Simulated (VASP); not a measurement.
All values below come from PBEsol GGA, VASP's PBE PAW potentials (set 64) (plane waves; VASP 6.6.1).

The input files of a VASP run:

KPOINTS:
```
Automatic mesh
0
gamma
  12 12 12
0 0 0
```

### INCAR
```
# general
SYSTEM   =  BBi
PREC     =  Accurate
ENCUT    =  520
LREAL    =  .False.
LASPH    =  .True.

# electronic loop
EDIFF    =  1E-7
NELM     =  100
ALGO     =  Normal
LMAXMIX  =  4

# smearing
ISMEAR   =  -5

# functional
GGA      =  PS

# ions
ISIF     =  2

# output
LWAVE    =  .False.
LCHARG   =  .True.
LORBIT   =  11
NEDOS    =  601
```

**POSCAR**
```
BBi
3.304570
  0.9999998490   0.0000000000   0.0000000000
  0.0000000000   0.9999998490   0.0000000000
  0.0000000000   0.0000000000   0.9999998490
B Bi
1 1
Cart
  0.0000000000   0.0000000000   0.0000000000
  0.4999999245   0.4999999245   0.4999999245
```

POTCAR, in this order: B Bi_d (PBE.64 set). Program: vasp_std.

Output

File OUTCAR:
```
 ion  position               nearest neighbor table
   1  0.000  0.000  0.000-   2 2.86   2 2.86   2 2.86   2 2.86   2 2.86   2 2.86   2 2.86   2 2.86
  LATTYP: Found a simple cubic cell.
 ALAT       =     3.3045695009
 Subroutine PRICEL returns:
 Original cell was already a primitive cell.
 Subroutine GETGRP returns: Found 48 space group operations
The static configuration has the point symmetry O_h .
The dynamic configuration has the point symmetry O_h .
 Subroutine INISYM returns: Found 48 space group operations
 Subroutine IBZKPT returns following result:
 Found     84 irreducible k-points:

 Following reciprocal coordinates:
            Coordinates               Weight
  0.000000  0.000000  0.000000      1.000000
  0.083333  0.000000  0.000000      6.000000
  0.166667  0.000000  0.000000      6.000000
  0.250000  0.000000  0.000000      6.000000
  0.333333  0.000000  0.000000      6.000000
  0.416667  0.000000  0.000000      6.000000
  0.500000  0.000000  0.000000      3.000000
  0.083333  0.083333  0.000000     12.000000
  0.166667  0.083333  0.000000     24.000000
  0.250000  0.083333  0.000000     24.000000
  0.333333  0.083333  0.000000     24.000000
  0.416667  0.083333  0.000000     24.000000
  0.500000  0.083333  0.000000     12.000000
  0.166667  0.166667  0.000000     12.000000
  0.250000  0.166667  0.000000     24.000000
  0.333333  0.166667  0.000000     24.000000
  0.416667  0.166667  0.000000     24.000000
  0.500000  0.166667  0.000000     12.000000
  0.250000  0.250000  0.000000     12.000000
  0.333333  0.250000  0.000000     24.000000
  0.416667  0.250000  0.000000     24.000000
  0.500000  0.250000  0.000000     12.000000
  0.333333  0.333333  0.000000     12.000000
  0.416667  0.333333  0.000000     24.000000
  0.500000  0.333333  0.000000     12.000000
  0.416667  0.416667  0.000000     12.000000
  0.500000  0.416667  0.000000     12.000000
  0.500000  0.500000  0.000000      3.000000
  0.083333  0.083333  0.083333      8.000000
  0.166667  0.083333  0.083333     24.000000
  0.250000  0.083333  0.083333     24.000000
  0.333333  0.083333  0.083333     24.000000
  0.416667  0.083333  0.083333     24.000000
  0.500000  0.083333  0.083333     12.000000
  0.166667  0.166667  0.083333     24.000000
  0.250000  0.166667  0.083333     48.000000
  0.333333  0.166667  0.083333     48.000000
  0.416667  0.166667  0.083333     48.000000
  0.500000  0.166667  0.083333     24.000000
  0.250000  0.250000  0.083333     24.000000
   k-points           NKPTS =     84   k-points in BZ     NKDIM =     84   number of bands    NBANDS=     13
   number of dos      NEDOS =    601   number of ions     NIONS =      2
   total plane-waves  NPLWV =  21952
   dimension x,y,z NGX =    28 NGY =   28 NGZ =   28
   dimension x,y,z NGXF=    56 NGYF=   56 NGZF=   56
   ions per type =               1   1
   PREC   = accura    normal or accurate (medium, high low for compatibility)
   ISTART =      0    job   : 0-new  1-cont  2-samecut
   ICHARG =      2    charge: 1-file 2-atom 10-const
   ISPIN  =      1    spin polarized calculation?
   LNONCOLLINEAR =      F non collinear calculations
   LSORBIT =      F    spin-orbit coupling
   INIWAV =      1    electr: 0-lowe 1-rand  2-diag
   ENCUT  =  520.0 eV  38.22 Ry    6.18 a.u.   6.14  6.14  6.14*2*pi/ulx,y,z
   NELM   =    100;   NELMIN=  2; NELMDL= -5     # of ELM steps
   EDIFF  = 0.1E-06   stopping-criterion for ELM
   LREAL  =      F    real-space projection
   NLSPLINE    = F    spline interpolate recip. space projectors
   LMAXMIX     =    4 max onsite mixed and CHGCAR
   VOSKOWN=      0    Vosko Wilk Nusair interpolation
...
```

**OSZICAR**
```
       N       E                     dE             d eps       ncg     rms          rms(c)
DAV:   1     0.124104166674E+03    0.12410E+03   -0.10309E+04  2184   0.171E+03
DAV:   2    -0.944967674840E+00   -0.12505E+03   -0.12244E+03  2319   0.371E+02
DAV:   3    -0.827820560476E+01   -0.73332E+01   -0.72100E+01  2729   0.914E+01
DAV:   4    -0.844962033661E+01   -0.17141E+00   -0.17118E+00  2557   0.149E+01
DAV:   5    -0.845484562374E+01   -0.52253E-02   -0.52211E-02  2709   0.235E+00    0.182E+00
DAV:   6    -0.826045050823E+01    0.19440E+00   -0.53834E-01  2947   0.643E+00    0.603E-01
DAV:   7    -0.825687264705E+01    0.35779E-02   -0.48389E-02  2379   0.143E+00    0.328E-01
DAV:   8    -0.825479555166E+01    0.20771E-02   -0.24636E-03  2257   0.628E-01    0.392E-02
DAV:   9    -0.825468330236E+01    0.11225E-03   -0.21051E-04  2780   0.142E-01    0.158E-02
DAV:  10    -0.825467785224E+01    0.54501E-05   -0.38860E-05  2486   0.545E-02    0.504E-03
DAV:  11    -0.825468260872E+01   -0.47565E-05   -0.56493E-06  2900   0.301E-02    0.142E-03
DAV:  12    -0.825468076987E+01    0.18388E-05   -0.43375E-07  2396   0.639E-03    0.273E-04
DAV:  13    -0.825468045221E+01    0.31766E-06   -0.32690E-08  1182   0.135E-03    0.166E-04
DAV:  14    -0.825468053772E+01   -0.85515E-07   -0.40595E-09  1147   0.599E-04
   1 F= -.82546805E+01 E0= -.82546805E+01  d E =0.000000E+00
```

OUTCAR:
```
------------------------ aborting loop because EDIFF is reached ----------------------------------------
  FORCE on cell =-STRESS in cart. coord.  units (eV):
  Direction    XX          YY          ZZ          XY          YZ          ZX
  --------------------------------------------------------------------------------------
  Total        0.1190247      0.1190247      0.1190247     -0.0000000     -0.0000000      0.0000000
  in kB        5.2844907      5.2844907      5.2844907     -0.0000000     -0.0000000      0.0000000
  external PRESSURE =       5.2844907 kB  Pullay stress =       0.0000000 kB
  volume of cell :       36.09
      direct lattice vectors                 reciprocal lattice vectors
     3.304569501  0.000000000  0.000000000     0.302611278  0.000000000  0.000000000
     0.000000000  3.304569501  0.000000000     0.000000000  0.302611278  0.000000000
     0.000000000  0.000000000  3.304569501     0.000000000  0.000000000  0.302611278
 POSITION                                       TOTAL-FORCE (eV/Angst)
 -----------------------------------------------------------------------------------
      0.00000      0.00000      0.00000         0.000000      0.000000      0.000000
      1.65228      1.65228      1.65228         0.000000      0.000000      0.000000
 -----------------------------------------------------------------------------------
    total drift:                                0.000000      0.000000      0.000000
  FREE ENERGIE OF THE ION-ELECTRON SYSTEM (eV)
  ---------------------------------------------------
  free  energy   TOTEN  =        -8.2546805377 eV

  energy  without entropy=       -8.2546805377  energy(sigma->0) =       -8.25468054

 total charge

# of ion       s       p       d       tot
------------------------------------------
    1        0.814   0.663   0.000   1.477
    2        1.558   1.231   9.973  12.761
--------------------------------------------------
tot          2.372   1.894   9.973  14.238
```
(Selected blocks of OUTCAR.)

OUTCAR:
```
 val. band max:        8.5811637997   @ k =   0.2500   0.0000   0.0000

 cond. band min:       8.1343014718   @ k =   0.4167   0.4167   0.4167


 Fermi energy:         8.4028541392

 k-point     1 :       0.0000    0.0000    0.0000
  band No.  band energies     occupation
      1     -14.7387      2.00000
      2     -14.7387      2.00000
      3     -14.4378      2.00000
      4     -14.4378      2.00000
      5     -14.4378      2.00000
      6      -6.0441      2.00000
      7       6.1888      2.00000
      8       7.6716      2.00000
      9       7.6716      2.00000
     10       7.6716      2.14626
     11      14.1575      0.00000
     12      14.1575      0.00000
     13      16.5917      0.00000

 k-point     2 :       0.0833    0.0000    0.0000
  band No.  band energies     occupation
      1     -14.7378      2.00000
      2     -14.7228      2.00000
      3     -14.4433      2.00000
      4     -14.4433      2.00000
      5     -14.4373      2.00000
      6      -5.9525      2.00000
      7       5.4909      2.00000
      8       7.7754      2.00000
      9       7.7754      2.00000
     10       7.9763      1.39027
     11      14.2232      0.00000
     12      14.5218      0.00000
     13      16.3641      0.00000

 k-point     3 :       0.1667    0.0000    0.0000
  band No.  band energies     occupation
      1     -14.7354      2.00000
      2     -14.6793      2.00000
      3     -14.4582      2.00000
      4     -14.4582      2.00000
      5     -14.4361      2.00000
      6      -5.6802      2.00000
      7       4.1383      2.00000
      8       8.0828      1.99273
      9       8.0828      2.04546
     10       8.4030      0.12545
     11      14.4200      0.00000
     12      14.5944      0.00000
     13      15.7110      0.00000

 k-point     4 :       0.2500    0.0000    0.0000
  band No.  band energies     occupation
      1     -14.7320      2.00000
      2     -14.6199      2.00000
      3     -14.4784      2.00000
...
```

For a metal the tetrahedron method with Blöchl corrections gives inexact stress and forces. Unless said otherwise, spin-orbit coupling is left out, though it shifts the bands of the heavy elements here.

The structure was generated: BBi was put into the CsCl type type (Pm-3m), which need not be its known phase. It was relaxed first, which changed the volume by +32 %. VASP warned that the highest band is occupied, so more bands are needed.
